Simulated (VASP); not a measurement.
# GaGe (F-43m) in VASP: notebook

The runs below take GaGe through single point, with r2SCAN.

All numbers are computed with VASP 6.6.1; they aren't measurements. Logs are shortened: lines on timing, memory, paths and dates and some standing lists are left out, and cuts for length are marked.

## (1) The crystal as given

Symmetry: F-43m, No. 216, cubic system. Conventional cell: a = 5.796 Å, b = 5.796 Å, c = 5.796 Å, α = 90.00°, β = 90.00°, γ = 90.00°. Ge (site symmetry -43m) has 4 Ga at 2.51 Å as nearest neighbours. Ga (site symmetry -43m) has 4 Ge at 2.51 Å as nearest neighbours.

The cell comes from a database or a generator and needn't be the stable form of this composition.

## (2) Single point, r2SCAN

Input file INCAR:

```
SYSTEM = GaGe
PREC = Accurate ; ENCUT = 400
EDIFF = 1E-6 ; ISMEAR = -1
SIGMA = 0.1 ; LREAL = .False.
LASPH = .True. ; NELM = 100
ALGO = Normal ; ISIF = 2
LWAVE = .False. ; LCHARG = .False.
METAGGA = R2SCAN ; LMIXTAU = .True.
NBANDS = 10 ; ADDGRID = .False.
```

Input file KPOINTS:

```
regular mesh
0
Gamma
  10 10 10
  0 0 0
```

Input file POSCAR:

```
GaGe
1.0
    0.0000000000      2.8978440000      2.8978440000
    2.8978440000      0.0000000000      2.8978440000
    2.8978440000      2.8978440000      0.0000000000
Ge Ga
1 1
Direct
    0.0000000000      0.0000000000      0.0000000000
    0.2500000000      0.2500000000      0.2500000000
```

Potentials or basis: VASP PAW PBE potentials, release 64 (Ge, Ga).

On the command line:

```console
> cat potpaw_PBE.64/Ge/POTCAR potpaw_PBE.64/Ga/POTCAR > POTCAR
> mpirun -np 1 vasp_std > vasp.out
```

OUTCAR:

```text
SYSTEM = GaGe
   PREC = Accurate
   ENCUT = 400
   EDIFF = 1E-6
   ISMEAR = -1
   LREAL = .False.
   LASPH = .True.
   NELM = 100
   ISIF = 2
   METAGGA = R2SCAN

 Found     47 irreducible k-points:

 Following reciprocal coordinates:
            Coordinates               Weight
  0.000000  0.000000  0.000000      1.000000
  0.100000  0.000000  0.000000      8.000000
  0.200000  0.000000  0.000000      8.000000
  0.300000  0.000000  0.000000      8.000000
  0.400000  0.000000  0.000000      8.000000
  0.500000  0.000000  0.000000      4.000000
   k-points           NKPTS =     47   k-points in BZ     NKDIM =     47   number of bands    NBANDS=     10
   number of dos      NEDOS =    301   number of ions     NIONS =      2
   total plane-waves  NPLWV =  21952
   dimension x,y,z NGX =    28 NGY =   28 NGZ =   28
   dimension x,y,z NGXF=    56 NGYF=   56 NGZF=   56
   ions per type =               1   1
   NGX,Y,Z   is equivalent  to a cutoff of  11.36, 11.36, 11.36 a.u.
   NGXF,Y,Z  is equivalent  to a cutoff of  22.72, 22.72, 22.72 a.u.
 SYSTEM =  GaGe
   PREC   = accura    normal or accurate (medium, high low for compatibility)
   ISTART =      0    job   : 0-new  1-cont  2-samecut
   ICHARG =      2    charge: 1-file 2-atom 10-const
   ISPIN  =      1    spin polarized calculation?
   LNONCOLLINEAR =      F non collinear calculations
   LSORBIT =      F    spin-orbit coupling
   LASPH  =      T    aspherical Exc in radial PAW
   ENCUT  =  400.0 eV  29.40 Ry    5.42 a.u.   6.68  6.68  6.68*2*pi/ulx,y,z
   NELM   =    100;   NELMIN=  2; NELMDL= -5     # of ELM steps
   EDIFF  = 0.1E-05   stopping-criterion for ELM
   LREAL  =      F    real-space projection
   EDIFFG = 0.1E-04   stopping-criterion for IOM
   NSW    =      0    number of steps for IOM
   IBRION =     -1    ionic relax: 0-MD 1-quasi-New 2-CG
   NFREE  =      0    steps in history (QN), initial steepest desc. (CG)
   ISIF   =      2    stress and relaxation
   ISYM   =      2    0-nonsym 1-usesym 2-fastsym
   POTIM  = 0.5000    time-step for ionic-motion
   TEBEG  =    0.0;   TEEND  =   0.0 temperature during run
   PSTRESS=    0.0 pullay stress
   NELECT =       7.0000    total number of electrons
   NUPDOWN=      -1.0000    fix difference up-down
   EMIN   =  10.00;   EMAX   =-10.00  energy-range for DOS
   EFERMI =   0.00;   METHOD = LEGACY
   ISMEAR =    -1;   SIGMA  =   0.10  broadening in eV -4-tet -1-fermi 0-gaus
   EFERMI_NEDOS =   21; number of points for ismear=-14 and -15
   IALGO  =     38    algorithm
   IMIX   =      4    mixing-type and parameters
     AMIX     =   0.40;   BMIX     =  1.00
     AMIX_MAG =   1.60;   BMIX_MAG =  1.00
  volume/ion in A,a.u.               =      24.33       164.22
  Fermi-wavevector in a.u.,A,eV,Ry     =   0.857740  1.620894 10.010058  0.735719
  Thomas-Fermi vector in A             =   1.974840
   LORBIT       =      0    0 simple, 1 ext, 2 COOP (PROOUT), +10 PAW based schemes
   METAGGA = R2SCAN    functional components
   LHFCALC =     F    Hartree Fock is set to
   AEXX    =    0.0000 exact exchange contribution
   IVDW    =     0    specifies the selected vdW correction
   LEPSILON=     F    determine dielectric tensor
   LRPA    =     F    only Hartree local field effects (RPA)
 non-spin polarized calculation
  energy-cutoff  :      400.00
  volume of cell :       48.67
 maximum number of plane-waves:       903
   NGX = 13   NGY = 13   NGZ = 13

 number of electron       7.0000000 magnetization

 Free energy of the ion-electron system (eV)
  ---------------------------------------------------
  ext. energy  EPLUGINS =         0.00000000
  ---------------------------------------------------
  free energy    TOTEN  =       -24.93648808 eV

  energy without entropy =      -24.90024664  energy(sigma->0) =      -24.91836736

 E-fermi :   1.1185     XC(G=0):  -9.1504

 val. band max:        1.0701070247   @ k =   0.5000   0.2000   0.1000
 cond. band min:       1.2885767220   @ k =   0.4000   0.1000   0.0000
 fundamental gap:      0.2184696973
 Fermi energy:         1.1185288364

 k-point     1 :       0.0000    0.0000    0.0000
  band No.  band energies     occupation
      1      -9.8054      2.00000
      2       2.9127      0.00000
      3       2.9127      0.00000
      4       2.9127      0.00000
      5       3.7664      0.00000
      6       5.7985      0.00000
      7       5.7985      0.00000
      8       5.7985      0.00000
      9       9.6040      0.00000
     10      12.2569      0.00000

 k-point     2 :       0.1000    0.0000    0.0000
  band No.  band energies     occupation
      1      -9.6853      2.00000
      2       1.3460      0.18642
      3       2.6976      0.00000
      4       2.6976      0.00000
      5       4.4623      0.00000
      6       6.0912      0.00000
      7       6.0912      0.00000
      8       6.3721      0.00000
      9      10.2470      0.00000
     10      11.5813      0.00000

 k-point     3 :       0.2000    0.0000    0.0000
  band No.  band energies     occupation
      1      -9.3326      2.00000
      2      -0.6090      2.00000
      3       2.2712      0.00002
      4       2.2712      0.00002
      5       4.2692      0.00000
      6       6.6279      0.00000
      7       6.6279      0.00000
      8       7.9663      0.00000
      9      11.0982      0.00000
     10      11.1143      0.00000

 k-point     4 :       0.3000    0.0000    0.0000
  band No.  band energies     occupation
      1      -8.7815      2.00000
      2      -2.3827      2.00000
      3       1.8826      0.00096
      4       1.8826      0.00096
      5       3.9265      0.00000
      6       6.9022      0.00000
      7       6.9022      0.00000
      8       9.6677      0.00000
      9      10.8560      0.00000
     10      11.5129      0.00000

 k-point     5 :       0.4000    0.0000    0.0000
  band No.  band energies     occupation
      1      -8.1473      2.00000
      2      -3.7729      2.00000
      3       1.6291      0.01205
      4       1.6291      0.01205
      5       3.6932      0.00000
      6       6.8837      0.00000
      7       6.8837      0.00000
      8      10.0924      0.00000
      9      11.9387      0.00000
     10      12.7847      0.00000

 k-point     6 :       0.5000    0.0000    0.0000
  band No.  band energies     occupation
      1      -7.8030      2.00000
      2      -4.3724      2.00000
      3       1.5422      0.02849
      4       1.5422      0.02849
      5       3.6131      0.00000
      6       6.8411      0.00000
      7       6.8411      0.00000
      8       9.9844      0.00000
      9      13.3775      0.00000
     10      14.2113      0.00000

 [... further k-points ...]

------------------------ aborting loop because EDIFF is reached ----------------------------------------

  FORCE on cell =-STRESS in cart. coord.  units (eV):
  Direction    XX          YY          ZZ          XY          YZ          ZX
  --------------------------------------------------------------------------------------
  -------------------------------------------------------------------------------------
  Total       -0.6789209     -0.6789209     -0.6789209      0.0000000      0.0000000      0.0000000
  in kB      -22.3498571    -22.3498571    -22.3498571      0.0000000      0.0000000      0.0000000
  external PRESSURE =     -22.3498571 kB  Pullay stress =       0.0000000 kB

 VOLUME and BASIS-vectors are now :
 -----------------------------------------------------------------------------
  energy-cutoff  :      400.00
  volume of cell :       48.67
      direct lattice vectors                 reciprocal lattice vectors
     0.000000000  2.897844000  2.897844000    -0.172542069  0.172542069  0.172542069
     2.897844000  0.000000000  2.897844000     0.172542069 -0.172542069  0.172542069
     2.897844000  2.897844000  0.000000000     0.172542069  0.172542069 -0.172542069

 POSITION                                       TOTAL-FORCE (eV/Angst)
 -----------------------------------------------------------------------------------
      0.00000      0.00000      0.00000         0.000000      0.000000      0.000000
      1.44892      1.44892      1.44892        -0.000000     -0.000000     -0.000000
 -----------------------------------------------------------------------------------
    total drift:                                0.000000      0.000000      0.000000

  FREE ENERGIE OF THE ION-ELECTRON SYSTEM (eV)
  ---------------------------------------------------
  free  energy   TOTEN  =       -24.9364880788 eV

  energy  without entropy=      -24.9002466386  energy(sigma->0) =      -24.91836736
```

Run time: 50 s. Hardware: 1 thread of Intel Xeon Platinum 8488C (Sapphire Rapids), shared host; peak memory 0.17 GiB.

These settings aren't checked as converged: the numbers below hold their error.

Results:

| Quantity | Value |
| --- | --- |
| Free energy | -24.9365 eV |
| Pressure | -2.2 GPa |
| Band gap on the k mesh | none (metal or under the smearing width) |

Caveat: the PAW data sets were made with another functional, which shifts forces and pressure a little.

## (3) Single point, r2SCAN

Edit INCAR of step 2 so:

```diff
@@ -1,3 +1,3 @@
 SYSTEM = GaGe
-PREC = Accurate ; ENCUT = 400
+PREC = Accurate ; ENCUT = 450
 EDIFF = 1E-6 ; ISMEAR = -1
```

KPOINTS is that of step 2.

POSCAR is that of step 2.

Potentials or basis: VASP PAW PBE potentials, release 64 (Ge, Ga).

On the command line:

```console
> cat potpaw_PBE.64/Ge/POTCAR potpaw_PBE.64/Ga/POTCAR > POTCAR
> mpirun -np 1 vasp_std > vasp.out
```

Run time: 50 s. Hardware: 1 thread of Intel Xeon Platinum 8488C (Sapphire Rapids), shared host; peak memory 0.17 GiB.

The run converged, but some of its settings lie outside the range that counts as converged, so its numbers aren't taken as properties of the crystal.

What came out:

```yaml
Free_energy: -24.9367 eV
Pressure: -2.2 GPa
Band_gap_on_the_k_mesh: none (metal or under the smearing width)
```

Caveat: the PAW data sets were made with another functional, which shifts forces and pressure a little.

(Continued in part 2 of 2.)
